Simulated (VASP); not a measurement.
# Cs2AgBiBr6: what each functional gives, and what it costs

How far up the ladder of functionals must one climb to get the gap of Cs2AgBiBr6 right? The levels: LDA, PBEsol, PBE, r2SCAN, TB-mBJ, BLYP, LAK, HSE06, PBE + SOC and TB-mBJ + SOC. The start is a cell from a database of measured crystal structures.

Method: LDA; plane waves and PAW (Cs_sv, Ag, Bi_d, Br), in the first sound run; inputs show where later runs differ, in VASP 6.6.1.

**What experiment says.**

“Highly ordered lead-free double perovskite halides by design” (2020, arxiv:2006.15818) reports for Cs2AgBiBr6, cubic double perovskite, by UV-visible absorption, Tauc plot (hydrothermal single crystal grown in Ag excess, about 500 um thick, 300 K): band gap (indirect gap from Tauc plot of optical absorption, Ag:Bi = 1.20:1 in …) 2.1 eV [Tauc extrapolation of indirect absorption edge; crystal grown with Ag excess; measurement …].

### Step 1. Set-up

It takes space group Fm-3m (No. 225, cubic). Conventional cell: a = 11.232 Å, b = 11.232 Å, c = 11.232 Å, α = 90.00°, β = 90.00°, γ = 90.00°. Nearest to Cs lie 12 Br at 3.97 Å. Nearest to Ag lie 6 Br at 2.80 Å. Nearest to Bi lie 6 Br at 2.81 Å. Nearest to Br lie 1 Ag at 2.80 Å and 1 Bi at 2.81 Å and 4 Cs at 3.97 Å. Farther neighbours and most contacts between anions are not listed.

Structure file:

```xyz
10
Lattice="0.0000 5.6161 5.6161 5.6161 0.0000 5.6161 5.6161 5.6161 0.0000" Properties=species:S:1:pos:R:3 pbc="T T T"
Cs    2.8081    2.8081    2.8081
Cs    8.4242    8.4242    8.4242
Ag    5.6161    5.6161    5.6161
Bi    0.0000    0.0000    0.0000
Br    5.6161    2.8142    5.6161
Br    8.4180    5.6161    5.6161
Br    5.6161    8.4180    5.6161
Br    2.8142    5.6161    5.6161
Br    5.6161    5.6161    2.8142
Br    5.6161    5.6161    8.4180
```

### Step 2. Bands with LDA, k 2×2×2

Levels along the symmetry lines show where the bands peak and cross; KPOINTS_OPT computes them in the converged potential. LDA, the lowest rung, knows the local density alone.

The input, INCAR:

```
SYSTEM = Cs2AgBiBr6
PREC = Accurate
ENCUT = 400
EDIFF = 1E-06
NELM = 100
ISMEAR = 0
SIGMA = 0.02
LREAL = .FALSE.
ALGO = Normal
GGA = CA
NBANDS = 67
LASPH = .TRUE.
LORBIT = 11
LWAVE = .FALSE.
LCHARG = .FALSE.
NCORE = 8
```

The input, POSCAR:

```
Cs2AgBiBr6
1.0
    0.0000000000      5.6161000000      5.6161000000
    5.6161000000      0.0000000000      5.6161000000
    5.6161000000      5.6161000000      0.0000000000
Cs Ag Bi Br
2 1 1 6
Direct
    0.2500000000      0.2500000000      0.2500000000
    0.7500000000      0.7500000000      0.7500000000
    0.5000000000      0.5000000000      0.5000000000
    0.0000000000      0.0000000000      0.0000000000
    0.2505500000      0.7494500000      0.2505500000
    0.2505500000      0.7494500000      0.7494500000
    0.7494500000      0.2505500000      0.7494500000
    0.7494500000      0.2505500000      0.2505500000
    0.2505500000      0.2505500000      0.7494500000
    0.7494500000      0.7494500000      0.2505500000
```

The input, KPOINTS:

```
Automatic mesh
0
Gamma
2 2 2
0 0 0
```

The input, KPOINTS_OPT:

```
Line mode
12
Line-mode
Reciprocal
  0.00000000   0.00000000   0.00000000 GAMMA
  0.50000000   0.00000000   0.50000000 X

  0.50000000   0.00000000   0.50000000 X
  0.50000000   0.25000000   0.75000000 W

  0.50000000   0.25000000   0.75000000 W
  0.37500000   0.37500000   0.75000000 K

  0.37500000   0.37500000   0.75000000 K
  0.00000000   0.00000000   0.00000000 GAMMA

  0.00000000   0.00000000   0.00000000 GAMMA
  0.50000000   0.50000000   0.50000000 L

  0.50000000   0.50000000   0.50000000 L
  0.62500000   0.25000000   0.62500000 U

  0.62500000   0.25000000   0.62500000 U
  0.50000000   0.25000000   0.75000000 W

  0.50000000   0.25000000   0.75000000 W
  0.50000000   0.50000000   0.50000000 L

  0.50000000   0.50000000   0.50000000 L
  0.37500000   0.37500000   0.75000000 K

  0.62500000   0.25000000   0.62500000 U
  0.50000000   0.00000000   0.50000000 X
```

PAW data sets: Cs_sv, Ag, Bi_d and Br (PBE family, release 64).

The run is started by

```console
mpirun -np 8 vasp_std
```

What it wrote:

```text
[banner, memory and clock lines left out]
running    8 mpi-ranks, on    1 nodes
 distrk:  each k-point on    8 cores,    1 groups
 distr:  one band on    8 cores,    1 groups

 POSCAR found type information on POSCAR CsAgBiBr
 POSCAR found :  4 types and      10 ions
|                                                                             |
|           W    W    AA    RRRRR   N    N  II  N    N   GGGG   !!!           |
|           W    W   A  A   R    R  NN   N  II  NN   N  G    G  !!!           |
|           W    W  A    A  R    R  N N  N  II  N N  N  G       !!!           |
|           W WW W  AAAAAA  RRRRR   N  N N  II  N  N N  G  GGG   !            |
|           WW  WW  A    A  R   R   N   NN  II  N   NN  G    G                |
|           W    W  A    A  R    R  N    N  II  N    N   GGGG   !!!           |
|                                                                             |
|     For optimal performance we recommend to set                             |
|       NCORE = 2 up to number-of-cores-per-socket                            |
|     NCORE specifies how many cores store one orbital (NPAR=cpu/NCORE).      |
|     This setting can greatly improve the performance of VASP for DFT.       |
|     The default, NCORE=1 might be grossly inefficient on modern             |
|     multi-core architectures or massively parallel machines. Do your        |
|     Unfortunately you need to use the default for GW and RPA                |
|     calculations (for HF NCORE is supported but not extensively tested      |
|     yet).                                                                   |
|                                                                             |

|                                                                             |
|               ----> ADVICE to this user running VASP <----                  |
|                                                                             |
|     You enforced a specific xc type in the INCAR file but a different       |
|     [... a line on the potential file left out ...]
|     I HOPE YOU KNOW WHAT YOU ARE DOING!                                     |
|                                                                             |

 LDA part: xc-table for (Slater(with rela. corr.)+CA(PZ))
 , standard interpolation
 POSCAR, INCAR and KPOINTS ok, starting setup
 FFT: planning ... GRIDC
 FFT: planning ... GRID_SOFT
 FFT: planning ... GRID
 WAVECAR not read
 entering main loop
       N       E                     dE             d eps       ncg     rms          rms(c)
DAV:   1     0.609104173542E+03    0.60910E+03   -0.31141E+04   402   0.918E+02
DAV:   2     0.334238570644E+02   -0.57568E+03   -0.54689E+03   483   0.233E+02
DAV:   3    -0.336019321576E+02   -0.67026E+02   -0.66358E+02   476   0.930E+01
DAV:   4    -0.355782751734E+02   -0.19763E+01   -0.19689E+01   492   0.190E+01
DAV:   5    -0.356310970906E+02   -0.52822E-01   -0.52796E-01   556   0.291E+00    0.859E+00
DAV:   6    -0.342838153536E+02    0.13473E+01   -0.21260E+00   505   0.779E+00    0.548E+00
DAV:   7    -0.341968131304E+02    0.87002E-01   -0.10089E+00   532   0.304E+00    0.234E+00
DAV:   8    -0.341860072697E+02    0.10806E-01   -0.79554E-02   484   0.112E+00    0.654E-01
DAV:   9    -0.341843463201E+02    0.16609E-02   -0.64484E-03   476   0.374E-01    0.133E-01
DAV:  10    -0.341844406323E+02   -0.94312E-04   -0.98948E-04   516   0.988E-02    0.668E-02
DAV:  11    -0.341844725911E+02   -0.31959E-04   -0.15489E-04   500   0.532E-02    0.138E-02
DAV:  12    -0.341844727964E+02   -0.20524E-06   -0.16975E-05   484   0.227E-02    0.603E-03
DAV:  13    -0.341844729423E+02   -0.14598E-06   -0.28095E-06   492   0.467E-03
   1 F= -.34184473E+02 E0= -.34184473E+02  d E =-.260301E-16
 Start KPOINTS_OPT (optional k-point list driver)
k-point batch [1-3\120]
       N       E                     dE             ncg
DAV:   1     0.415025680074E+02   -0.79126E+03      426
DAV:   2    -0.162404482481E+04   -0.16655E+04      466
DAV:   3    -0.181955976427E+04   -0.19551E+03      484
DAV:   4    -0.182504457817E+04   -0.54848E+01      441
DAV:   5    -0.182519552668E+04   -0.15095E+00      569
DAV:   6    -0.182519851371E+04   -0.29870E-02      460
DAV:   7    -0.182519871972E+04   -0.20600E-03      612
DAV:   8    -0.182519872151E+04   -0.17956E-05      420
DAV:   9    -0.182519872161E+04   -0.96700E-07      308
[...]
k-point batch [118-120\120]
       N       E                     dE             ncg
DAV:   1     0.218762280495E+02   -0.41471E+04      418
DAV:   2    -0.164920149422E+04   -0.16711E+04      480
DAV:   3    -0.183154754453E+04   -0.18235E+03      508
DAV:   4    -0.183633175480E+04   -0.47842E+01      500
DAV:   5    -0.183646305692E+04   -0.13130E+00      604
DAV:   6    -0.183646527859E+04   -0.22217E-02      524
DAV:   7    -0.183646539205E+04   -0.11346E-03      612
DAV:   8    -0.183646539390E+04   -0.18478E-05      476
DAV:   9    -0.183646539392E+04   -0.21996E-07      356
```

Wall time 2.5 min (8 MPI ranks of Intel Xeon 6975P-C (Granite Rapids), shared host); peak memory 1.4 GiB; 16 min of CPU time.

Lines that name or quote the potential files are left out of all logs, and their timing lines are given in words.

OUTCAR, selected parts (step 2):

```text
ion  position               nearest neighbor table
   1  0.250  0.250  0.250-
   2  0.750  0.750  0.750-
   3  0.500  0.500  0.500-   5 2.80   6 2.80   7 2.80   8 2.80   9 2.80  10 2.80
   4  0.000  0.000  0.000-   5 2.81   6 2.81   7 2.81   8 2.81   9 2.81  10 2.81
   5  0.251  0.749  0.251-   3 2.80   4 2.81
   6  0.251  0.749  0.749-   3 2.80   4 2.81
   7  0.749  0.251  0.749-   3 2.80   4 2.81
   8  0.749  0.251  0.251-   3 2.80   4 2.81
   9  0.251  0.251  0.749-   3 2.80   4 2.81
  10  0.749  0.749  0.251-   3 2.80   4 2.81

  LATTYP: Found a face centered cubic cell.
 ALAT       =    11.2322000000

 Subroutine GETGRP returns: Found 48 space group operations
 (whereof 48 operations were pure point group operations)

The static configuration has the point symmetry O_h .

 Found      3 irreducible k-points:

   k-points           NKPTS =      3   k-points in BZ     NKDIM =      3   number of bands    NBANDS=     67

   dimension x,y,z NGX =    54 NGY =   54 NGZ =   54
   dimension x,y,z NGXF=   108 NGYF=  108 NGZF=  108

   ENCUT  =  400.0 eV  29.40 Ry    5.42 a.u.  12.95 12.95 12.95*2*pi/ulx,y,z

   NELECT =      86.0000    total number of electrons

 k-points in reciprocal lattice and weights: Automatic mesh
   0.00000000  0.00000000  0.00000000       0.125
   0.50000000  0.00000000  0.00000000       0.500
   0.50000000  0.50000000  0.00000000       0.375

 average (electrostatic) potential at core
       1 -48.9748       2 -48.9748       3 -76.1567       4-109.8416       5 -63.6524
       6 -63.6524       7 -63.6524       8 -63.6524       9 -63.6524      10 -63.6524

 E-fermi :   1.2658

 k-point     1 :       0.0000    0.0000    0.0000
  band No.  band energies     occupation
    ...
     39      -0.0364      2.00000
     40      -0.0364      2.00000
     41      -0.0364      2.00000
     42       0.4693      2.00000
     43       0.4693      2.00000
     44       3.2786      0.00000
     45       3.2786      0.00000
     46       3.2786      0.00000
     47       4.4122      0.00000
     48       5.3812      0.00000
    ...

 k-point     2 :       0.5000    0.0000    0.0000
  band No.  band energies     occupation
    ...
     39      -0.3520      2.00000
     40      -0.3520      2.00000
     41      -0.2642      2.00000
     42      -0.1099      2.00000
     43      -0.1099      2.00000
     44       2.2146      0.00000
     45       4.7519      0.00000
     46       4.7519      0.00000
     47       5.7735      0.00000
     48       5.9311      0.00000
    ...

 k-point     3 :       0.5000    0.5000    0.0000
  band No.  band energies     occupation
    ...
     39      -0.4077      2.00000
     40      -0.4077      2.00000
     41      -0.0565      2.00000
     42       0.4628      2.00000
     43       1.1514      2.00000
     44       3.8167      0.00000
     45       3.8167      0.00000
     46       4.2024      0.00000
     47       5.3102      0.00000
     48       6.1206      0.00000
    ...

  Total       -2.5127202     -2.5127202     -2.5127202     -0.0000000     -0.0000000      0.0000000
  in kB      -11.3637121    -11.3637121    -11.3637121     -0.0000000     -0.0000000      0.0000000
  external PRESSURE =     -11.3637121 kB  Pullay stress =       0.0000000 kB

  energy-cutoff  :      400.00
  volume of cell :      354.27
      direct lattice vectors                 reciprocal lattice vectors
     0.000000000  5.616100000  5.616100000    -0.089029754  0.089029754  0.089029754
     5.616100000  0.000000000  5.616100000     0.089029754 -0.089029754  0.089029754
     5.616100000  5.616100000  0.000000000     0.089029754  0.089029754 -0.089029754

 POSITION                                       TOTAL-FORCE (eV/Angst)
 -----------------------------------------------------------------------------------
      2.80805      2.80805      2.80805        -0.000000     -0.000000     -0.000000
      8.42415      8.42415      8.42415         0.000000      0.000000      0.000000
      5.61610      5.61610      5.61610         0.000000     -0.000000     -0.000000
      0.00000      0.00000      0.00000         0.000000     -0.000000     -0.000000
      5.61610      2.81423      5.61610         0.000000      0.284386      0.000000
      8.41797      5.61610      5.61610        -0.284386     -0.000000      0.000000
      5.61610      8.41797      5.61610         0.000000     -0.284386      0.000000
      2.81423      5.61610      5.61610         0.284386     -0.000000      0.000000
      5.61610      5.61610      2.81423         0.000000     -0.000000      0.284386
      5.61610      5.61610      8.41797         0.000000     -0.000000     -0.284386
 -----------------------------------------------------------------------------------
    total drift:                                0.000000      0.000000      0.000000

  FREE ENERGIE OF THE ION-ELECTRON SYSTEM (eV)
  ---------------------------------------------------
  free  energy   TOTEN  =       -34.1844729423 eV

  energy  without entropy=      -34.1844729423  energy(sigma->0) =      -34.18447294

 total charge
# of ion       s       p       d       tot
------------------------------------------
    1        1.887   4.664   0.018   6.569
    2        1.887   4.664   0.018   6.569
    3        0.232   0.179   9.322   9.733
    4        1.650   0.954   9.998  12.602
    5        1.604   3.210   0.013   4.826
    6        1.604   3.210   0.013   4.826
    7        1.604   3.210   0.013   4.826
    8        1.604   3.210   0.013   4.826
    9        1.604   3.210   0.013   4.826
   10        1.604   3.210   0.013   4.826
--------------------------------------------------
tot         15.278  29.721  19.431  64.431
```

Spin-orbit coupling is off here; with elements this heavy it splits and shifts levels by tenths of an eV or more. The PAW data sets were made with PBE, though LDA sets exist; this is a small mismatch.

This step gave:

* SCF cycles: 13
* electrons: 86
* bands: 67
* irreducible k-points: 3
* symmetry operations: 48
* free energy (TOTEN): -34.18 eV
* Fermi energy: 1.266 eV
* pressure: -1.136 GPa
* metallic: no
* least gap on mesh and path: 1.063 eV
* least direct gap on mesh and path: 2.171 eV
* valence top at k: 0.5, 0, 0.5
* conduction bottom at k: 0.5, 0, 0
* least direct gap at k: 0.5, 0.4091, 0.5909

Electronic bands along the path, in eV, zero at the valence-band top; v1 is the highest filled band, c1 the lowest empty one:

```csv
point,v4,v3,v2,v1,c1,c2,c3,c4
Γ,-1.19,-1.19,-0.68,-0.68,2.13,2.13,2.13,3.26
0.55 of the way,-1.53,-1.20,-0.94,-0.69,2.46,2.46,2.61,4.15
X,-1.56,-1.21,-0.69,0.00,2.67,2.67,3.05,4.16
0.45 of the way,-1.56,-1.27,-0.89,-0.06,2.57,2.72,3.01,4.55
W,-1.45,-1.45,-1.30,-0.10,2.48,2.88,2.88,5.12
0.45 of the way,-1.51,-1.40,-1.18,-0.15,2.31,2.93,3.02,5.03
K,-1.53,-1.38,-1.03,-0.22,2.16,2.96,3.19,4.91
0.45 of the way,-1.49,-1.33,-1.28,-0.98,1.84,2.53,3.40,4.22
Γ,-1.19,-1.19,-0.68,-0.68,2.13,2.13,2.13,3.26
0.45 of the way,-1.46,-1.28,-1.04,-1.04,1.67,2.76,2.76,3.75
L,-1.50,-1.42,-1.26,-1.26,1.06,3.60,3.60,4.62
0.45 of the way,-1.51,-1.50,-1.20,-0.77,1.41,3.37,3.52,4.84
U,-1.53,-1.38,-1.03,-0.22,2.16,2.96,3.19,4.91
0.55 of the way,-1.51,-1.40,-1.18,-0.15,2.31,2.93,3.02,5.03
W,-1.45,-1.45,-1.30,-0.10,2.48,2.88,2.88,5.12
0.55 of the way,-1.51,-1.47,-1.24,-0.66,1.52,3.31,3.47,4.91
L,-1.50,-1.42,-1.26,-1.26,1.06,3.60,3.60,4.62
0.55 of the way,-1.50,-1.50,-1.18,-0.65,1.55,3.27,3.48,4.93
K,-1.53,-1.38,-1.03,-0.22,2.16,2.96,3.19,4.91
jump to U,-1.53,-1.38,-1.03,-0.22,2.16,2.96,3.19,4.91
0.55 of the way,-1.56,-1.24,-0.78,-0.04,2.51,2.80,3.03,4.37
X,-1.56,-1.21,-0.69,0.00,2.67,2.67,3.05,4.16
```

Of the projections kept (Cs, Ag, Bi, Br), the largest for each band there; the rest of the weight can lie on other orbitals:

```csv
point,v4,v3,v2,v1,c1,c2,c3,c4
Γ,Br 1.00,Br 1.00,Br 0.52,Br 0.52,Bi 0.55,Bi 0.55,Bi 0.55,Br 0.58
X,Br 0.63,Br 1.00,Br 0.52,Br 0.57,Bi 0.55,Bi 0.55,Bi 0.56,Ag 0.52
W,Br 0.94,Br 0.94,Br 0.52,Br 0.57,Br 0.40,Bi 0.55,Bi 0.56,Br 0.48
K,Br 0.74,Br 0.93,Br 0.57,Br 0.57,Bi 0.42,Bi 0.56,Bi 0.50,Br 0.46
Γ,Br 1.00,Br 1.00,Br 0.52,Br 0.52,Bi 0.55,Bi 0.55,Bi 0.55,Br 0.58
L,Br 0.98,Br 0.79,Br 0.68,Br 0.68,Bi 0.49,Br 0.47,Br 0.47,Br 0.51
```

Force by atom:

```csv
atom,x (eV/Å),y (eV/Å),z (eV/Å),size
Cs1,0.000,0.000,0.000,0.000
Cs2,0.000,0.000,0.000,0.000
Ag3,0.000,0.000,0.000,0.000
Bi4,0.000,0.000,0.000,0.000
Br5,0.000,0.284,0.000,0.284
Br6,-0.284,0.000,0.000,0.284
Br7,0.000,-0.284,0.000,0.284
Br8,0.284,0.000,0.000,0.284
Br9,0.000,0.000,0.284,0.284
Br10,0.000,0.000,-0.284,0.284
```

The gap is 1.06 eV, indirect, from X to L.

[end of part 1 of 6]

[Lines on the potential files, build, host, timing and source positions are cut from VASP's logs without a mark.]

[Logs are printed without paths, hosts, clocks, repeated set-up lines and the standing remarks that a program may print on its own settings, such as how far it seeks lower states.]

[Hosts, paths, dates, database ids (printed as entryN), source tags and the programs' standing remarks are cut or masked in the printed files.]

[A measured line is paired with the nearest computed mode of its activity, which favours agreement.]
